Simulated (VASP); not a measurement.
Calculation: PW91 GGA, VASP's PBE PAW potentials (set 64) (plane waves; VASP 6.6.1).

Input for VASP

### INCAR
```
! general
SYSTEM  = HfB2
PREC    = Accurate
ENCUT   = 520   ! plane-wave cut-off (eV)
LREAL   = .False.   ! projection in real space or not
LASPH   = .True.   ! aspherical one-centre terms

! electronic loop
EDIFF   = 1E-7
NELM    = 100   ! most electronic steps
ALGO    = Normal
LMAXMIX = 6

! smearing
ISMEAR  = -5

! functional
GGA     = 91   ! PW91

! ions
ISIF    = 2   ! forces and stress, cell fixed

! output
LWAVE   = .False.
LCHARG  = .True.
LORBIT  = 11   ! lm-projected
NEDOS   = 601   ! DOS grid

! other
LEFG    = .True.
```

**KPOINTS**
```
K-points
0
gamma
13 13 10
```

**POSCAR**
```
HfB2
1
    1.5708095034    -2.7207221014    -0.0000000000
    1.5708095034     2.7207221014     0.0000000000
    0.0000000000    -0.0000000000     3.4996897035
Hf B
1 2
Direct
  1.0000000000   1.0000000000   0.0000000000
  0.3333330000   0.6666670000   0.5000000000
  0.6666670000   0.3333330000   0.5000000000
```

POTCAR, in this order: Hf_pv B (PBE.64 set). Program: vasp_std.

Output

**OUTCAR**
```
 ion  position               nearest neighbor table
   1  0.000  0.000  0.000-   2 2.52   3 2.52   2 2.52   3 2.52   3 2.52   3 2.52   2 2.52   2 2.52
                             3 2.52   3 2.52   2 2.52   2 2.52
   2  0.333  0.667  0.500-   3 1.81   3 1.81   3 1.81   1 2.52   1 2.52   1 2.52   1 2.52   1 2.52
                             1 2.52
   3  0.667  0.333  0.500-   2 1.81   2 1.81   2 1.81   1 2.52   1 2.52   1 2.52   1 2.52   1 2.52
                             1 2.52
  LATTYP: Found a hexagonal cell.
 ALAT       =     3.1416192082
 C/A-ratio  =     1.1139764152
 Subroutine PRICEL returns:
 Original cell was already a primitive cell.
 Subroutine GETGRP returns: Found 24 space group operations
The static configuration has the point symmetry D_6h.
The dynamic configuration has the point symmetry D_6h.
 Subroutine INISYM returns: Found 24 space group operations
 Subroutine IBZKPT returns following result:
 Found    126 irreducible k-points:

 Following reciprocal coordinates:
            Coordinates               Weight
  0.000000  0.000000  0.000000      1.000000
  0.076923 -0.000000  0.000000      6.000000
  0.153846 -0.000000  0.000000      6.000000
  0.230769 -0.000000  0.000000      6.000000
  0.307692 -0.000000  0.000000      6.000000
  0.384615  0.000000  0.000000      6.000000
  0.461538  0.000000  0.000000      6.000000
  0.076923  0.076923  0.000000      6.000000
  0.153846  0.076923  0.000000     12.000000
  0.230769  0.076923  0.000000     12.000000
  0.307692  0.076923  0.000000     12.000000
  0.384615  0.076923  0.000000     12.000000
  0.461538  0.076923  0.000000      6.000000
  0.153846  0.153846  0.000000      6.000000
  0.230769  0.153846  0.000000     12.000000
  0.307692  0.153846  0.000000     12.000000
  0.384615  0.153846  0.000000     12.000000
  0.230769  0.230769  0.000000      6.000000
  0.307692  0.230769  0.000000     12.000000
...
```

OSZICAR:
```
       N       E                     dE             d eps       ncg     rms          rms(c)
DAV:   1     0.281836015696E+02    0.28184E+02   -0.84621E+03  3024   0.127E+03
DAV:   2    -0.270326189615E+02   -0.55216E+02   -0.51790E+02  3796   0.237E+02
DAV:   3    -0.287386774076E+02   -0.17061E+01   -0.16836E+01  3960   0.321E+01
DAV:   4    -0.287523286939E+02   -0.13651E-01   -0.13710E-01  3684   0.315E+00
DAV:   5    -0.287524756100E+02   -0.14692E-03   -0.15169E-03  3904   0.261E-01    0.508E+01
DAV:   6    -0.263863308088E+02    0.23661E+01   -0.55242E+00  3636   0.154E+01    0.375E+01
DAV:   7    -0.263368267052E+02    0.49504E-01   -0.15971E+00  3816   0.877E+00    0.125E+01
DAV:   8    -0.262815486820E+02    0.55278E-01   -0.43473E-01  3620   0.463E+00    0.193E+00
DAV:   9    -0.262759046836E+02    0.56440E-02   -0.35218E-02  3576   0.143E+00    0.299E-01
DAV:  10    -0.262758813724E+02    0.23311E-04   -0.11057E-03  3700   0.283E-01    0.358E-01
DAV:  11    -0.262759002507E+02   -0.18878E-04   -0.10658E-04  3728   0.839E-02    0.176E-01
DAV:  12    -0.262758901901E+02    0.10061E-04   -0.10970E-05  3724   0.287E-02    0.272E-02
DAV:  13    -0.262758904690E+02   -0.27891E-06   -0.40814E-07  3668   0.640E-03    0.521E-03
DAV:  14    -0.262758906867E+02   -0.21764E-06   -0.11053E-08  2096   0.931E-04    0.241E-03
DAV:  15    -0.262758907237E+02   -0.37078E-07   -0.18669E-09  1972   0.394E-04
   1 F= -.26275891E+02 E0= -.26275891E+02  d E =0.000000E+00
```

### OUTCAR
```
------------------------ aborting loop because EDIFF is reached ----------------------------------------
  FORCE on cell =-STRESS in cart. coord.  units (eV):
  Direction    XX          YY          ZZ          XY          YZ          ZX
  --------------------------------------------------------------------------------------
  Total        0.0655498      0.0655498     -0.0648279      0.0000000      0.0000000     -0.0000000
  in kB        3.5108710      3.5108716     -3.4722024      0.0000000      0.0000000     -0.0000000
  external PRESSURE =       1.1831801 kB  Pullay stress =       0.0000000 kB
  volume of cell :       29.91
      direct lattice vectors                 reciprocal lattice vectors
     1.570809503 -2.720722101  0.000000000     0.318307216 -0.183774741  0.000000000
     1.570809503  2.720722101  0.000000000     0.318307216  0.183774741  0.000000000
     0.000000000  0.000000000  3.499689704     0.000000000  0.000000000  0.285739618
 POSITION                                       TOTAL-FORCE (eV/Angst)
 -----------------------------------------------------------------------------------
      0.00000      0.00000      0.00000        -0.000000      0.000000      0.000000
      1.57081      0.90691      1.74984        -0.000000     -0.000000      0.000000
      1.57081     -0.90691      1.74984         0.000000     -0.000000      0.000000
 -----------------------------------------------------------------------------------
    total drift:                                0.000000     -0.000000      0.000000
  FREE ENERGIE OF THE ION-ELECTRON SYSTEM (eV)
  ---------------------------------------------------
  free  energy   TOTEN  =       -26.2758907237 eV

  energy  without entropy=      -26.2758907237  energy(sigma->0) =      -26.27589072

 total charge

# of ion       s       p       d       tot
------------------------------------------
    1        0.294   6.576   1.835   8.704
    2        0.663   1.275   0.000   1.938
    3        0.663   1.275   0.000   1.938
--------------------------------------------------
tot          1.620   9.125   1.835  12.580

 Electric field gradients after diagonalization (V/A^2)
 (convention: |V_zz| > |V_xx| > |V_yy|)
----------------------------------------------------------------------
 ion       V_xx      V_yy      V_zz     asymmetry (V_yy - V_xx)/ V_zz
----------------------------------------------------------------------
   1     -38.641   -38.636    77.277       0.000
   2      -0.969    -0.969     1.937       0.000
   3      -0.969    -0.969     1.937       0.000
```
(Selected blocks of OUTCAR.)

**OUTCAR**
```
 val. band max:        7.7922593977   @ k =   0.0769  -0.0000   0.3000

 cond. band min:       7.3825883683   @ k =   0.1538   0.1538   0.2000


 Fermi energy:         7.7971256435

 k-point     1 :       0.0000    0.0000    0.0000
  band No.  band energies     occupation
      1     -22.9610      2.00000
      2     -22.4569      2.00000
      3     -22.4569      2.00000
      4      -6.0824      2.00000
      5       4.6079      2.00000
      6       4.7408      2.00000
      7       4.7409      2.00000
      8       4.7979      2.00000
      9      11.5651      0.00000
     10      11.5651      0.00000
     11      12.1433      0.00000
     12      12.1434      0.00000

 k-point     2 :       0.0769   -0.0000    0.0000
  band No.  band energies     occupation
      1     -22.9535      2.00000
      2     -22.5035      2.00000
      3     -22.4672      2.00000
      4      -5.9550      2.00000
      5       4.3745      2.00000
      6       4.6872      2.00000
      7       4.7328      2.00000
      8       4.7400      2.00000
      9      11.2021      0.00000
     10      11.4757      0.00000
     11      11.5704      0.00000
     12      11.7275      0.00000

 k-point     3 :       0.1538   -0.0000    0.0000
  band No.  band energies     occupation
      1     -22.9325      2.00000
      2     -22.6306      2.00000
      3     -22.4956      2.00000
      4      -5.5849      2.00000
      5       3.4794      2.00000
      6       4.4122      2.00000
      7       4.6888      2.00000
      8       5.0677      2.00000
      9      10.1551      0.00000
     10      11.2410      0.00000
     11      11.2469      0.00000
     12      11.9165      0.00000

 k-point     4 :       0.2308   -0.0000    0.0000
  band No.  band energies     occupation
      1     -22.9028      2.00000
      2     -22.8047      2.00000
      3     -22.5354      2.00000
      4      -5.0025      2.00000
      5       2.3565      2.00000
      6       4.0840      2.00000
...
```

For a metal the tetrahedron method with Blöchl corrections gives inexact stress and forces. Unless said otherwise, spin-orbit coupling is left out, though it shifts the bands of the heavy elements here.

The compound is HfB2 in the AlB2 type structure. It was relaxed first.
